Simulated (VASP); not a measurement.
# EuBe4 (Pm-3m) in VASP: further runs

The runs below take EuBe4 through single point, with PBE.

Everything below comes from runs of VASP 6.6.1. Logs are shortened: lines on timing, memory, paths and dates and some standing lists are left out, and cuts for length are marked.

### Step 1. The cell of the first run

The structure is cubic, space group Pm-3m (No. 221). Conventional cell: a = 5.038 Å, b = 5.038 Å, c = 5.038 Å, α = 90.00°, β = 90.00°, γ = 90.00°. Around Eu (site symmetry m-3m) lie 12 Be at 3.56 Å. Be (site symmetry 4/mmm) is surrounded by 2 Be at 2.52 Å. Be (site symmetry m-3m) has 6 Be at 2.52 Å as nearest neighbours.

The cell was built by a generator and needn't be a form met in nature.

### Step 2. Single point, PBE, collinear spin, typed start (random cell by space group and Wyckoff sites (Pm-3m, No. 221))

INCAR

```
PREC = Accurate ; ENCUT = 520
EDIFF = 1E-7 ; ISMEAR = 0
SIGMA = 0.1 ; LREAL = False
LASPH = True ; NELM = 150
ALGO = Fast ; ISIF = 2
LWAVE = False ; LCHARG = False
ISPIN = 2 ; MAGMOM = 7 0 0 0 0
LORBIT = 11 ; LMAXMIX = 6
GGA = PE ; NBANDS = 24
```

KPOINTS

```
regular mesh
0
Gamma
  4 4 4
```

POSCAR

```
EuBe4
1.0
    5.0383094300      0.0000000000      0.0000000000
    0.0000000000      5.0383094300      0.0000000000
    0.0000000000      0.0000000000      5.0383094300
Eu Be
1 4
Direct
    0.0000000000      0.0000000000      0.0000000000
    0.0000000000      0.5000000000      0.5000000000
    0.5000000000      0.0000000000      0.5000000000
    0.5000000000      0.5000000000      0.0000000000
    0.5000000000      0.5000000000      0.5000000000
```

Potentials or basis: VASP PAW PBE potentials, release 64 (Eu, Be).

The run is started by

```console
> cat potpaw_PBE.64/Eu/POTCAR potpaw_PBE.64/Be/POTCAR > POTCAR
> mpirun -np 1 vasp_std > vasp.out
```

OUTCAR:

```text
PREC = Accurate
   ENCUT = 520
   EDIFF = 1E-7
   ISMEAR = 0
   LREAL = False
   LASPH = True
   NELM = 150
   ISIF = 2
   ISPIN = 2
   LORBIT = 11
   GGA = PE

 ion  position               nearest neighbor table
   1  0.000  0.000  0.000-
   2  0.000  0.500  0.500-
   3  0.500  0.000  0.500-
   4  0.500  0.500  0.000-
   5  0.500  0.500  0.500-

  LATTYP: Found a simple cubic cell.
 ALAT       =     5.0383094300

  Lattice vectors:

 A1 = (   5.0383094300,   0.0000000000,   0.0000000000)
 A2 = (   0.0000000000,   5.0383094300,   0.0000000000)
 A3 = (   0.0000000000,   0.0000000000,   5.0383094300)

Analysis of symmetry for initial positions (statically):
=====================================================================
 Subroutine PRICEL returns:
 Original cell was already a primitive cell.

 Routine SETGRP: Setting up the symmetry group for a
 simple cubic supercell.

 Subroutine GETGRP returns: Found 48 space group operations
 (whereof 48 operations were pure point group operations)
 out of a pool of 48 trial point group operations.

The static configuration has the point symmetry O_h .

Analysis of symmetry for dynamics (positions and initial velocities):
=====================================================================
 Subroutine PRICEL returns:
 Original cell was already a primitive cell.

 Routine SETGRP: Setting up the symmetry group for a
 simple cubic supercell.

 Subroutine GETGRP returns: Found 48 space group operations
 (whereof 48 operations were pure point group operations)
 out of a pool of 48 trial point group operations.

The dynamic configuration has the point symmetry O_h .

Analysis of structural, dynamic, and magnetic symmetry:
=====================================================================
 Subroutine PRICEL returns:
 Original cell was already a primitive cell.

 Routine SETGRP: Setting up the symmetry group for a
 simple cubic supercell.

 Subroutine GETGRP returns: Found 48 space group operations
 (whereof 48 operations were pure point group operations)
 out of a pool of 48 trial point group operations.

The overall configuration has the point symmetry O_h .

 Subroutine INISYM returns: Found 48 space group operations
 (whereof 48 operations are pure point group operations),
 and found     1 'primitive' translations
[... 116 lines left out ...]
   LRPA    =     F    only Hartree local field effects (RPA)
 spin polarized calculation
 RMM-DIIS sequential band-by-band and
 Gauss-broadening in eV      SIGMA  =   0.10
  energy-cutoff  :      520.00
  volume of cell :      127.90
 maximum number of plane-waves:      3468
 NGX is ok and might be reduce to    40
   NGX = 19   NGY = 19   NGZ = 19

 number of electron      25.0000000 magnetization       7.3434088

 Free energy of the ion-electron system (eV)
  ---------------------------------------------------
  ext. energy  EPLUGINS =         0.00000000
  ---------------------------------------------------
  free energy    TOTEN  =       -20.87577366 eV

  energy without entropy =      -20.86515251  energy(sigma->0) =      -20.87046309

 E-fermi :   1.0791     XC(G=0):  -7.9936

 val. band max:        1.0304505907   @ k =   0.5000   0.2500   0.2500
 cond. band min:       1.1644618809   @ k =   0.5000   0.5000   0.0000
 fundamental gap:      0.1340112902
 Fermi energy:         1.0791287335

 spin component 1

 k-point     1 :       0.0000    0.0000    0.0000
  band No.  band energies     occupation
      1     -40.5062      1.00000
      2     -19.2444      1.00000
      3     -19.2444      1.00000
      4     -19.2444      1.00000
      5      -4.8441      1.00000
      6      -0.1184      1.00000
[... 259 lines left out ...]
     23       4.8676      0.00000
     24       4.8676      0.00000
 Fermi energy:         1.0791287335

 spin component 2

 k-point     1 :       0.0000    0.0000    0.0000
  band No.  band energies     occupation
      1     -37.3769      1.00000
      2     -16.9627      1.00000
      3     -16.9627      1.00000
      4     -16.9627      1.00000
      5      -4.7206      1.00000
      6      -0.0308      1.00000
[... 259 lines left out ...]
     23       5.6436      0.00000
     24       5.8371      0.00000

------------------------ aborting loop because EDIFF is reached ----------------------------------------

  FORCE on cell =-STRESS in cart. coord.  units (eV):
  Direction    XX          YY          ZZ          XY          YZ          ZX
  --------------------------------------------------------------------------------------
  -------------------------------------------------------------------------------------
  Total      -10.6312942    -10.6312942    -10.6312942      0.0000000     -0.0000000      0.0000000
  in kB     -133.1809809   -133.1809809   -133.1809809      0.0000000     -0.0000000      0.0000000
  external PRESSURE =    -133.1809809 kB  Pullay stress =       0.0000000 kB

 VOLUME and BASIS-vectors are now :
 -----------------------------------------------------------------------------
  energy-cutoff  :      520.00
  volume of cell :      127.90
      direct lattice vectors                 reciprocal lattice vectors
     5.038309430  0.000000000  0.000000000     0.198479274  0.000000000  0.000000000
     0.000000000  5.038309430  0.000000000     0.000000000  0.198479274  0.000000000
     0.000000000  0.000000000  5.038309430     0.000000000  0.000000000  0.198479274

 POSITION                                       TOTAL-FORCE (eV/Angst)
 -----------------------------------------------------------------------------------
      0.00000      0.00000      0.00000         0.000000      0.000000      0.000000
      0.00000      2.51915      2.51915         0.000000      0.000000      0.000000
      2.51915      0.00000      2.51915         0.000000      0.000000      0.000000
      2.51915      2.51915      0.00000         0.000000      0.000000      0.000000
      2.51915      2.51915      2.51915         0.000000      0.000000      0.000000
 -----------------------------------------------------------------------------------
    total drift:                               -0.000000      0.000000      0.000000

  FREE ENERGIE OF THE ION-ELECTRON SYSTEM (eV)
  ---------------------------------------------------
  free  energy   TOTEN  =       -20.8757736564 eV

  energy  without entropy=      -20.8651525138  energy(sigma->0) =      -20.87046309

 total charge

# of ion       s       p       d       f       tot
--------------------------------------------------
    1        2.033   5.735   0.206   6.686  14.661
    2        0.389   0.290   0.000   0.000   0.678
    3        0.389   0.290   0.000   0.000   0.678
    4        0.389   0.290   0.000   0.000   0.678
    5        0.333   0.439   0.000   0.000   0.771
--------------------------------------------------
tot          3.532   7.042   0.206   6.686  17.467

 magnetization (x)

# of ion       s       p       d       f       tot
--------------------------------------------------
    1       -0.012  -0.110   0.079   6.680   6.638
    2        0.004   0.018   0.000   0.000   0.022
    3        0.004   0.018   0.000   0.000   0.022
    4        0.004   0.018   0.000   0.000   0.022
    5       -0.003  -0.028   0.000   0.000  -0.032
--------------------------------------------------
tot         -0.003  -0.083   0.079   6.680   6.673
```

OSZICAR:

```text
N       E                     dE             d eps       ncg     rms          rms(c)
DAV:   1     0.138397044335E+03    0.13840E+03   -0.87703E+03  1232   0.302E+03
DAV:   2     0.978268820795E+01   -0.12861E+03   -0.11531E+03  1408   0.312E+02
DAV:   3    -0.156722196026E+02   -0.25455E+02   -0.24882E+02  1392   0.976E+01
[... 32 lines left out ...]
RMM:  36    -0.208757729366E+02   -0.27483E-06   -0.25649E-06  1384   0.233E-02    0.185E-02
RMM:  37    -0.208757731519E+02   -0.21535E-06   -0.19404E-06  1365   0.203E-02    0.180E-02
RMM:  38    -0.208757733199E+02   -0.16797E-06   -0.15247E-06  1336   0.184E-02    0.181E-02
RMM:  39    -0.208757734585E+02   -0.13865E-06   -0.11666E-06  1319   0.158E-02    0.144E-02
RMM:  40    -0.208757735766E+02   -0.11806E-06   -0.92483E-07  1272   0.142E-02    0.706E-03
RMM:  41    -0.208757736564E+02   -0.79820E-07   -0.70531E-07  1242   0.126E-02
   1 F= -.20875774E+02 E0= -.20870463E+02  d E =-.106211E-01  mag=     7.3434
```

stdout:

```text
POSCAR found type information on POSCAR EuBe
 POSCAR found :  2 types and       5 ions
 scaLAPACK will be used
 LDA part: xc-table for (Slater+PW92), standard interpolation
 POSCAR, INCAR and KPOINTS ok, starting setup
 FFT: planning ... GRIDC
 FFT: planning ... GRID_SOFT
 FFT: planning ... GRID
 WAVECAR not read
[... 101 lines left out ...]
WARNING in EDDRMM: call to ZHEGV failed, returncode =   8  4      1
WARNING in EDDRMM: call to ZHEGV failed, returncode =   8  4      4
WARNING in EDDRMM: call to ZHEGV failed, returncode =   8  4      2
WARNING in EDDRMM: call to ZHEGV failed, returncode =   8  4      2
WARNING in EDDRMM: call to ZHEGV failed, returncode =   8  4      3
WARNING in EDDRMM: call to ZHEGV failed, returncode =   8  4      2
WARNING in EDDRMM: call to ZHEGV failed, returncode =   8  4      3
WARNING in EDDRMM: call to ZHEGV failed, returncode =   8  4      4
WARNING in EDDRMM: call to ZHEGV failed, returncode =   8  4      1
WARNING in EDDRMM: call to ZHEGV fai
```

Wall time 3.2 min (1 thread of Intel Xeon Platinum 8488C (Sapphire Rapids), shared host); peak memory 0.32 GiB.

Results:

| Item | Value |
| --- | --- |
| Free energy | -20.8758 eV |
| Pressure | -13.3 GPa |
| Band gap on the k mesh | none (metal or under the smearing width) |
| Net moment | 7.34 μB per cell |
| Site moments | Eu +6.64; Be +0.02, -0.03 μB |
| Valence electrons inside the program's atomic spheres | Eu 14.66; Be 0.68, 0.77 |

Caveat: spin-orbit coupling is left out, which moves the levels of the heavy elements; without U or exact exchange the open f shell lies at the Fermi level, which spoils levels, moments and volumes. The state reached can hang on the start; a lower one may exist.

### Step 3. Single point, PBE, collinear spin, typed start (random cell by space group and Wyckoff sites (Pm-3m, No. 221))

INCAR

```
SYSTEM = EuBe4
PREC = Accurate ; ENCUT = 520
EDIFF = 1E-7 ; ISMEAR = 0
SIGMA = 0.1 ; LREAL = .False.
LASPH = .True. ; NELM = 150
ALGO = Normal ; ISIF = 2
LWAVE = .False. ; LCHARG = .False.
ISPIN = 2 ; MAGMOM = 7.23 0 0 0 0
LORBIT = 11 ; LMAXMIX = 6
GGA = PE ; NBANDS = 24
```

KPOINTS

```
Automatic mesh
0
Gamma
  10 10 10
  0 0 0
```

POSCAR: that of step 2 with these lines changed.

```diff
@@ -2,5 +2,5 @@
 1.0
-    5.0383094300      0.0000000000      0.0000000000
-    0.0000000000      5.0383094300      0.0000000000
-    0.0000000000      0.0000000000      5.0383094300
+    4.0928300378      0.0000000000      0.0000000000
+    0.0000000000      4.0928300378      0.0000000000
+    0.0000000000      0.0000000000      4.0928300378
 Eu Be
```

Potentials or basis: VASP PAW PBE potentials, release 64 (Eu, Be).

The run is started by

```console
> cat potpaw_PBE.64/Eu/POTCAR potpaw_PBE.64/Be/POTCAR > POTCAR
> mpirun -np 1 vasp_std > vasp.out
```

Wall time 5.5 min (1 thread of Intel Xeon Platinum 8488C (Sapphire Rapids), shared host); peak memory 0.31 GiB.

It converged, with:

```yaml
Free_energy: -24.9290 eV
Pressure: 0.0 GPa
Band_gap_on_the_k_mesh: none (metal or under the smearing width)
Net_moment: 7.17 μB per cell
Site_moments: Eu +6.48; Be +0.04, -0.06 μB
Valence_electrons_inside_the_program's_atomic_spheres: Eu 14.78; Be 0.96, 1.26
```

Levels at points of the mesh, in eV from the Fermi level:
Spin up:
| k point | band 14 | band 15 | band 16 | band 17 | band 18 | band 19 |
| --- | --- | --- | --- | --- | --- | --- |
| (0.00, 0.00, 0.00) | -0.23 | -0.05 | -0.05 | -0.05 | 3.62 | 3.62 |
| (0.50, 0.00, 0.00) | -0.26 | -0.21 | -0.21 | 2.84 | 2.92 | 2.92 |
| (0.50, 0.50, 0.00) | -0.24 | -0.19 | 0.27 | 0.27 | 0.28 | 2.25 |
| (0.50, 0.50, 0.50) | -0.27 | -0.14 | -0.12 | -0.12 | -0.12 | 5.24 |
Spin down:
| k point | band 5 | band 6 | band 7 | band 8 | band 9 | band 10 | band 11 | band 12 | band 13 | band 14 |
| --- | --- | --- | --- | --- | --- | --- | --- | --- | --- | --- |
| (0.00, 0.00, 0.00) | -7.64 | -1.80 | -1.80 | -1.80 | -0.60 | -0.60 | 3.54 | 3.54 | 3.54 | 4.14 |
| (0.50, 0.00, 0.00) | -5.90 | -5.22 | -1.91 | -1.91 | 0.02 | 2.16 | 2.62 | 2.62 | 3.25 | 4.18 |
| (0.50, 0.50, 0.00) | -5.83 | -3.23 | -3.23 | -2.31 | -0.53 | 0.84 | 0.84 | 2.60 | 3.61 | 3.61 |
| (0.50, 0.50, 0.50) | -4.68 | -3.50 | -3.50 | -3.50 | -0.06 | -0.06 | -0.06 | 4.36 | 4.36 | 4.36 |

Caveat: spin-orbit coupling is left out, which moves the levels of the heavy elements; without U or exact exchange the open f shell lies at the Fermi level, which spoils levels, moments and volumes.
